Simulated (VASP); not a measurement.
A VASP calculation is set up with these files.

**INCAR**
```
ALGO = Normal
EDIFF = 1E-7
ENCUT = 520
GGA = PE
ISIF = 2
ISMEAR = -5
IVDW = 12
LASPH = .True.
LCHARG = .True.
LMAXMIX = 4
LORBIT = 11
LREAL = .False.
LWAVE = .False.
NEDOS = 601
NELM = 100
PREC = Accurate
SYSTEM = Pd
```

### POSCAR
```
Pd
1
   -0.0000000000     1.9442848013     1.9442848013
    1.9442848013     0.0000000000     1.9442848013
    1.9442848013     1.9442848013     0.0000000000
Pd
1
Direct
  0.0000000000   0.0000000000   0.0000000000
```

**KPOINTS**
```
Automatic mesh
0
Gamma
18 18 18
0 0 0
```

POTCAR, in this order: Pd (PBE.64 set). Program: vasp_std.

**Question.** Write an equivalent input for Quantum ESPRESSO's pw.x.

**Answer.** One equivalent input (not run):
```
&CONTROL
  calculation = 'scf'
  pseudo_dir = './pseudo'
  outdir = './out'
  tprnfor = .true.
  tstress = .true.
/
&SYSTEM
  ibrav = 0
  nat = 1
  ntyp = 1
  ecutwfc = 82
  occupations = 'tetrahedra'
  input_dft = 'pbe'
  vdw_corr = 'grimme-d3'
  dftd3_version = 4
  dftd3_threebody = .false.
/
&ELECTRONS
  conv_thr = 7.3e-09
  electron_maxstep = 100
/
ATOMIC_SPECIES
  Pd 106.420 Pd.upf
CELL_PARAMETERS angstrom
    -0.0000000    1.9442848    1.9442848
     1.9442848    0.0000000    1.9442848
     1.9442848    1.9442848    0.0000000
ATOMIC_POSITIONS crystal
  Pd   0.0000000  0.0000000  0.0000000
K_POINTS automatic
  18 18 18 0 0 0
```
What does not carry over: the potentials are each code's own (VASP's PAW set, PseudoDojo norm-conserving files in pw.x), so ENCUT and ecutwfc are chosen apart and not converted; conv_thr bounds pw.x's estimated SCF error, while EDIFF bounds the energy change between steps.

The compound is Pd in the fcc structure. It was relaxed first.
